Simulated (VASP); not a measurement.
An input for Ansatz (written as the equivalent of a VASP run, and not itself run):

Ansatz 0.2 input:
```yaml
crystal:
  lattice:
    - [3.9973051, 0.0000000, 0.0000000]
    - [0.0000000, 3.9973051, 0.0000000]
    - [0.0000000, 0.0000000, 4.2246223]
  atoms:
    - { symbol: Ba, position: [0.0000000, 0.0000000, 0.0107825] }
    - { symbol: Ti, position: [0.5000000, 0.5000000, 0.5297439] }
    - { symbol: O, position: [0.5000000, 0.5000000, 0.9595045] }
    - { symbol: O, position: [0.0000000, 0.5000000, 0.4819846] }
    - { symbol: O, position: [0.5000000, 1.0000000, 0.4819846] }
kpoints:
  mp_grid: { grid: [6, 6, 5] }
hamiltonian:
  xc: pbe
  pseudopotentials: { kind: paw }
scf:
  occupations: { method: gaussian, width: 0.05 }
  max_iter: 100
relax:
  max_steps: 40
  f_tol: 0.02
  cell: {}
output: { forces: true, stress: true, eigenvalues: true }
```

Problem. Translate this input to VASP (INCAR, KPOINTS, POSCAR, choice of POTCAR).

Solution. This is not unique; one that fits is 
POSCAR:
```
BaTiO3
1
    3.9973051464     0.0000000000     0.0000000000
    0.0000000000     3.9973051464     0.0000000000
    0.0000000000     0.0000000000     4.2246223129
Ba Ti O
1 1 3
Direct
  0.0000000000   0.0000000000   0.0107824638
  0.5000000000   0.5000000000   0.5297439010
  0.5000000000   0.5000000000   0.9595045239
  0.0000000000   0.5000000000   0.4819845556
  0.5000000000   1.0000000000   0.4819845556
```

File KPOINTS:
```
Automatic mesh
0
Gamma
6 6 5
0 0 0
```

### INCAR
```
SIGMA = 0.05   ! width (eV)
ALGO = Normal
SYSTEM = BaTiO3
ISMEAR = 0   ! Gaussian
LREAL = .FALSE.   ! projection in real space or not
EDIFF = 1E-6
PREC = Accurate
ENCUT = 620   ! plane-wave cut-off (eV)
ISIF = 3
EDIFFG = -0.02
GGA = PE   ! PBE
LASPH = .TRUE.   ! aspherical one-centre terms
LWAVE = .FALSE.
LMAXMIX = 4   ! l cut-off of mixed one-centre charges
NELM = 100   ! most electronic steps
LCHARG = .FALSE.
IBRION = 2   ! conjugate gradients
NSW = 40
```

POTCAR, in this order: Ba_sv Ti_sv O (PBE.64 set). Program: vasp_std.

The two are equivalent in intent, not identical: each code has its own PAW files, so the cut-off isn't converted (ENCUT is set for VASP's; basis.ecutwfc is left out, and Ansatz then takes the one that its files recommend); Ansatz stops its SCF on the density residual and VASP on the energy change (EDIFF).

The compound is BaTiO3 in the tetragonal perovskite structure. This run relaxes it. Symmetry was kept, so distortions that lower it aren't found.
